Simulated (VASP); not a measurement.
Computed with LDA (Ceperley-Alder, Perdew-Zunger), VASP's LDA PAW potentials (set 64) (plane waves; VASP 6.6.1).

VASP input:

### KPOINTS
```
Automatic mesh
0
Gamma
6 6 8
0 0 0
```

### POSCAR
```
SiO2
1
    4.1302078766     0.0000000000     0.0000000000
    0.0000000000     4.1302078766     0.0000000000
    0.0000000000     0.0000000000     2.6550868133
Si O
2 4
Direct
  0.0000000000   0.0000000000   0.0000000000
  0.5000000000   0.5000000000   0.5000000000
  0.3047929897   0.3047929897   0.0000000000
  0.8047929897   0.1952070103   0.5000000000
  0.1952070103   0.8047929897   0.5000000000
  0.6952070103   0.6952070103   0.0000000000
```

### INCAR
```
! general
SYSTEM  = SiO2
PREC    = Accurate
ENCUT   = 620
LREAL   = .False.
LASPH   = .True.

! electronic loop
EDIFF   = 1E-6
NELM    = 100
ALGO    = Normal

! smearing
ISMEAR  = 0
SIGMA   = 0.05

! ions
IBRION  = 2
NSW     = 40
ISIF    = 3
EDIFFG  = -0.02
PSTRESS = 50

! output
LWAVE   = .False.
LCHARG  = .False.
```

POTCAR, in this order: Si O (LDA.64 set). Program: vasp_std.

Output

### OUTCAR
```
 ion  position               nearest neighbor table
   1  0.000  0.000  0.000-   4 1.75   5 1.75   4 1.75   5 1.75   3 1.78   6 1.78
   2  0.500  0.500  0.500-   3 1.75   6 1.75   3 1.75   6 1.75   5 1.78   4 1.78
   3  0.305  0.305  0.000-   2 1.75   2 1.75   1 1.78
   4  0.805  0.195  0.500-   1 1.75   1 1.75   2 1.78
   5  0.195  0.805  0.500-   1 1.75   1 1.75   2 1.78
   6  0.695  0.695  0.000-   2 1.75   2 1.75   1 1.78
  LATTYP: Found a simple tetragonal cell.
 ALAT       =     4.1302078766
 C/A-ratio  =     0.6428458065
 Subroutine PRICEL returns:
 Original cell was already a primitive cell.
 Subroutine GETGRP returns: Found 16 space group operations
The static configuration has the point symmetry D_2h.
 The point group associated with its full space group is D_4h.
The dynamic configuration has the point symmetry D_2h.
 Subroutine INISYM returns: Found 16 space group operations
 Subroutine IBZKPT returns following result:
 Found     50 irreducible k-points:

 Following reciprocal coordinates:
            Coordinates               Weight
  0.000000  0.000000  0.000000      1.000000
  0.166667  0.000000  0.000000      4.000000
  0.333333  0.000000  0.000000      4.000000
  0.500000  0.000000  0.000000      2.000000
  0.166667  0.166667  0.000000      4.000000
  0.333333  0.166667  0.000000      8.000000
  0.500000  0.166667  0.000000      4.000000
  0.333333  0.333333  0.000000      4.000000
  0.500000  0.333333  0.000000      4.000000
  0.500000  0.500000  0.000000      1.000000
  0.000000  0.000000  0.125000      2.000000
  0.166667  0.000000  0.125000      8.000000
  0.333333  0.000000  0.125000      8.000000
  0.500000  0.000000  0.125000      4.000000
  0.166667  0.166667  0.125000      8.000000
  0.333333  0.166667  0.125000     16.000000
  0.500000  0.166667  0.125000      8.000000
  0.333333  0.333333  0.125000      8.000000
...
```

### OSZICAR
```
       N       E                     dE             d eps       ncg     rms          rms(c)
DAV:   1     0.183566244055E+03    0.18357E+03   -0.20388E+04  2008   0.179E+03
DAV:   2    -0.492051269208E+02   -0.23277E+03   -0.22455E+03  2704   0.352E+02
DAV:   3    -0.568692641636E+02   -0.76641E+01   -0.76300E+01  2400   0.676E+01
DAV:   4    -0.569370624192E+02   -0.67798E-01   -0.67713E-01  2388   0.688E+00
DAV:   5    -0.569377188361E+02   -0.65642E-03   -0.65634E-03  2304   0.690E-01    0.184E+01
DAV:   6    -0.520810529960E+02    0.48567E+01   -0.19027E+01  2252   0.308E+01    0.880E+00
DAV:   7    -0.520121532221E+02    0.68900E-01   -0.57401E-01  2336   0.518E+00    0.312E+00
DAV:   8    -0.519825211856E+02    0.29632E-01   -0.19029E-02  2292   0.142E+00    0.110E+00
DAV:   9    -0.519773937103E+02    0.51275E-02   -0.47659E-03  2316   0.679E-01    0.231E-01
DAV:  10    -0.519774075376E+02   -0.13827E-04   -0.19854E-04  2336   0.133E-01    0.526E-02
DAV:  11    -0.519774007037E+02    0.68339E-05   -0.28658E-05  2336   0.449E-02    0.153E-02
DAV:  12    -0.519774001568E+02    0.54691E-06   -0.32946E-06  2080   0.144E-02
   1 F= -.50563945E+02 E0= -.50563945E+02  d E =-.505639E+02
```

### OUTCAR
```
------------------------ aborting loop because EDIFF is reached ----------------------------------------
  FORCE on cell =-STRESS in cart. coord.  units (eV):
  Direction    XX          YY          ZZ          XY          YZ          ZX
  --------------------------------------------------------------------------------------
  Total        1.3664259      1.3664259      1.5168164     -0.0000000      0.0000000      0.0000000
  in kB       48.3363781     48.3363781     53.6563405     -0.0000000      0.0000000      0.0000000
  external PRESSURE =       0.1096989 kB  Pullay stress =      50.0000000 kB
  volume of cell :       45.29
      direct lattice vectors                 reciprocal lattice vectors
     4.130207877  0.000000000  0.000000000     0.242118564  0.000000000  0.000000000
     0.000000000  4.130207877  0.000000000     0.000000000  0.242118564  0.000000000
     0.000000000  0.000000000  2.655086813     0.000000000  0.000000000  0.376635519
 POSITION                                       TOTAL-FORCE (eV/Angst)
 -----------------------------------------------------------------------------------
      0.00000      0.00000      0.00000         0.000000     -0.000000      0.000000
      2.06510      2.06510      1.32754         0.000000     -0.000000      0.000000
      1.25886      1.25886      0.00000         0.009369      0.009369     -0.000000
      3.32396      0.80625      1.32754         0.009369     -0.009369      0.000000
      0.80625      3.32396      1.32754        -0.009369      0.009369     -0.000000
      2.87135      2.87135      0.00000        -0.009369     -0.009369      0.000000
 -----------------------------------------------------------------------------------
    total drift:                               -0.000000      0.000000     -0.000000
  FREE ENERGIE OF THE ION-ELECTRON SYSTEM (eV)
  ---------------------------------------------------
  free  energy   TOTEN  =       -51.9774001568 eV

  energy  without entropy=      -51.9774001568  energy(sigma->0) =      -51.97740016
  enthalpy is  TOTEN    =       -50.5639452140 eV   P V=        1.4134549428

 reached required accuracy - stopping structural energy minimisation
```
(Selected blocks of OUTCAR.)

The compound is SiO2 in the rutile structure, stishovite, a high-pressure form. It was relaxed first under an external pressure of 5 GPa.
